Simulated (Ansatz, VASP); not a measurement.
# H3C4 in two plane-wave programs, part 2 of 2

Aim: how closely do two programs agree when they are given the same cell, functional and k mesh? The structure shown is frame 267 of Ansatz's trajectory.

VASP 6.6.1 and Ansatz 0.2.0.

So far: Starting point; Ansatz: dynamics, PBE with D4.

### 3. VASP: single point, PBE with D4

Level of this step: PBE with D4; plane waves and PAW (C, H) (VASP).

The same cell, functional, mesh and smearing now go to VASP, with its own data sets.

Lines of VASP's logs that name or quote its potential files are left out, and so is its time.

Input file INCAR:

```
SYSTEM = H3C4
PREC = Accurate
ENCUT = 520
EDIFF = 1E-06
NELM = 120
ISMEAR = 0
SIGMA = 0.05
LREAL = Auto
ALGO = Normal
GGA = PE
IVDW = 13
NBANDS = 176
LORBIT = 11
LWAVE = .FALSE.
LCHARG = .FALSE.
ISIF = 2
LASPH = .TRUE.
GGA_COMPAT = .FALSE.
EFERMI = MIDGAP
NCORE = 2
```

Input file POSCAR:

```
H3C4
1.0
    9.9597200000      0.0000000000      0.0000000000
    0.0000000000      9.9597200000      0.0000000000
    0.0000000000      0.0000000000      9.9597200000
C H
48 36
Direct
    0.0813878302      0.0651223127      0.8300735362
    0.1687497239      0.1594422333      0.7778632331
    0.1847843112      0.2764133931      0.8486985578
    0.1299936143      0.2916748664      0.9731799689
    0.0517886045      0.1843324913      0.0320591342
    0.0197595916      0.0726124831      0.9592538746
    0.9242930524      0.9707200604      0.0079821521
    0.8794323535      0.9856903608      0.1442008410
    0.8033860390      0.8882077006      0.2119637901
    0.7688067536      0.8717514147      0.3534336307
    0.8395316334      0.7598305976      0.4089572799
    0.8116392830      0.7218074404      0.5399649789
    0.7084335704      0.8024221564      0.6076676854
    0.6317045057      0.9054973433      0.5480374950
    0.6629503641      0.9396850514      0.4169193511
    0.7648206978      0.7743189568      0.1299936143
    0.8164084934      0.7521596993      0.9972167892
    0.7763270453      0.6369154956      0.9185900808
    0.8681569361      0.5590819822      0.8569116401
    0.8420919464      0.4373416120      0.8011671011
    0.7199499584      0.3929126522      0.7959862325
    0.6171458635      0.4718305334      0.8495319146
    0.6398372645      0.5928178704      0.9260601704
    0.8842517661      0.8621929131      0.9359098449
    0.4054531654      0.1028944589      0.0510556522
    0.3849204596      0.0064439563      0.9575670802
    0.4851341202      0.9631094047      0.8695625981
    0.6186519300      0.0126710389      0.8892017045
    0.6386524922      0.1230757491      0.9796660950
    0.5315711687      0.1634182487      0.0563469656
    0.5601362287      0.2602281992      0.1678561245
    0.6863144747      0.2503785247      0.2273557891
    0.7297494307      0.3292160824      0.3360335431
    0.8693417084      0.2973577570      0.3753117558
    0.8940713193      0.1710188640      0.4299719269
    0.0316675569      0.1361986080      0.4544806481
    0.1281361323      0.2283297121      0.4260461137
    0.0945910126      0.3517568767      0.3748699763
    0.9676376444      0.3909648062      0.3547188074
    0.6494961706      0.4329840598      0.3735948400
    0.5181470965      0.4383054945      0.3178302201
    0.4153229207      0.5259284398      0.3777616238
    0.3524898290      0.6131397268      0.2885924504
    0.2534609407      0.6998690726      0.3357022085
    0.2480089802      0.7219178852      0.4665392200
    0.3106312226      0.6404597720      0.5534693746
    0.3907639974      0.5358283165      0.5171229713
    0.4680452864      0.3484033688      0.2247251931
    0.0774620170      0.9676476849      0.7812267815
    0.2145341435      0.1448233484      0.6830613712
    0.2344744631      0.3618374814      0.8109766138
    0.1614503219      0.3746189652      0.0357841385
    0.0205708594      0.2108493010      0.1301843827
    0.9167727607      0.0708754865      0.2011703140
    0.9057081926      0.7120983321      0.3325495094
    0.8688296458      0.6392850401      0.5881892262
    0.6657918094      0.7682946910      0.7102006884
    0.5641022037      0.9679187768      0.6076375641
    0.6029787986      0.0155405975      0.3654721217
    0.7163454394      0.6842361030      0.1805372039
    0.9672661480      0.5982095882      0.8597229641
    0.9274156302      0.3706529902      0.7709754893
    0.6916459499      0.2923676569      0.7446996502
    0.5115404851      0.4271204411      0.8561786878
    0.5676665609      0.6422469708      0.9908310675
    0.9120236312      0.8476443113      0.8287582382
    0.3226596732      0.1378151193      0.1121718281
    0.2883715606      0.9597257754      0.9533119405
    0.4612679875      0.8744422534      0.8061471608
    0.7046081617      0.9800496399      0.8301036575
    0.7410348885      0.1790712992      0.9736518697
    0.7635656424      0.1877261610      0.1734687321
    0.8076030250      0.1008462085      0.4536272104
    0.0540075424      0.0291875675      0.4880659296
    0.2436313471      0.1995939645      0.4367291450
    0.1764306627      0.4176021013      0.3469374641
    0.9449462435      0.4830155868      0.3059925379
    0.6677296149      0.4983272622      0.4611977044
    0.3922299020      0.6166036796      0.1851558076
    0.1994433578      0.7782046082      0.2679392593
    0.1573437807      0.7703429414      0.5053254509
    0.3006811436      0.6514038547      0.6638339230
    0.4476933086      0.4792604611      0.5853678617
    0.3642471877      0.3675906552      0.1926459780
```

Input file KPOINTS:

```
Automatic mesh
0
Gamma
1 1 1
0 0 0
```

PAW data sets: C and H (PBE family, release 64).

Started as:

```console
$ mpirun -np 8 vasp_gam
```

Numbers of over 12 decimals in the logs are rounded to 6 here.

Output:

```text
[banner, memory and clock lines left out]
running    8 mpi-ranks, on    1 nodes
[...]
LDA part: xc-table for (Slater+PW92), standard interpolation
 POSCAR, INCAR and KPOINTS ok, starting setup
[...]
entering main loop
       N       E                     dE             d eps       ncg     rms          rms(c)
DAV:   1     0.155448549665E+04    0.15545E+04   -0.11584E+05   360   0.118E+03
DAV:   2    -0.419147724313E+03   -0.19736E+04   -0.18686E+04   448   0.276E+02
DAV:   3    -0.607367512967E+03   -0.18822E+03   -0.18630E+03   440   0.876E+01
DAV:   4    -0.612441577145E+03   -0.50741E+01   -0.50586E+01   440   0.165E+01
[...]
DAV:  17    -0.559070237792E+03    0.33379E-05   -0.17047E-05   424   0.126E-02    0.491E-03
DAV:  18    -0.559070235918E+03    0.18743E-05   -0.61197E-06   424   0.815E-03    0.234E-03
DAV:  19    -0.559070235892E+03    0.25848E-07   -0.15666E-06   344   0.338E-03
   1 F= -.56484414E+03 E0= -.56484414E+03  d E =0.000000E+00
```

OUTCAR, selected parts (step 3):

```text
  FREE ENERGIE OF THE ION-ELECTRON SYSTEM (eV)
  ---------------------------------------------------
  free  energy   TOTEN  =      -564.8441410000 eV

  energy  without entropy=     -564.8441410000  energy(sigma->0) =     -564.84414100

[... 1 further part left out ...]
```

The run ends at a pressure of 1.51 GPa, with forces up to 6.2 eV/Å.

### 4. Differences

Known differences besides the potentials themselves: the cutoff is 420 eV in Ansatz and 520 eV in VASP (PREC = Accurate, projectors in real space). Total energies have different zeros and are not compared.

Forces on 10 of the 84 atoms, those with the largest forces and the largest differences (eV/Å; atoms numbered as in POSCAR):

```csv
atom,"Ansatz x, y, z","VASP x, y, z"
C2,"-1.264, -0.291, 0.482","-1.240, -0.290, 0.429"
C14,"1.428, -0.570, 0.287","1.400, -0.553, 0.319"
C20,"5.174, -0.758, -0.736","5.198, -0.764, -0.743"
C21,"-5.384, -2.750, -1.436","-5.392, -2.782, -1.443"
C22,"-2.674, 0.548, 2.106","-2.701, 0.545, 2.100"
C37,"3.592, -1.086, 0.182","3.621, -1.089, 0.182"
C44,"0.315, 2.092, -4.510","0.293, 2.104, -4.542"
C45,"-3.523, 0.784, 2.095","-3.530, 0.808, 2.112"
C46,"0.989, -1.254, 3.977","0.983, -1.245, 3.998"
C47,"0.454, 0.695, -2.498","0.474, 0.664, -2.469"
```

The forces differ by 15 meV/Å r.m.s., which is 1.2 % of the r.m.s. force of 1.228 eV/Å (both taken over all components).

### 5. Outcome

```
r.m.s. force difference (single point, PBE with D4) : 1.2 % of the r.m.s. force
```

In words: The r.m.s. force difference is 1.2 % of the r.m.s. force (single point, PBE with D4), within the 3 % picked in this series as the mark of a large difference. 2 further runs of this series are not shown here. How closely two codes agree says nothing of how well the functional describes the real material.

[Lines on the potential files, build, host, timing and source positions are cut from VASP's logs without a mark.]

[Logs are printed without paths, hosts, clocks, repeated set-up lines and the standing remarks that a program may print on its own settings, such as how far it seeks lower states.]

[Hosts, paths, dates, database ids (printed as entryN), source tags and the programs' standing remarks are cut or masked in the printed files.]
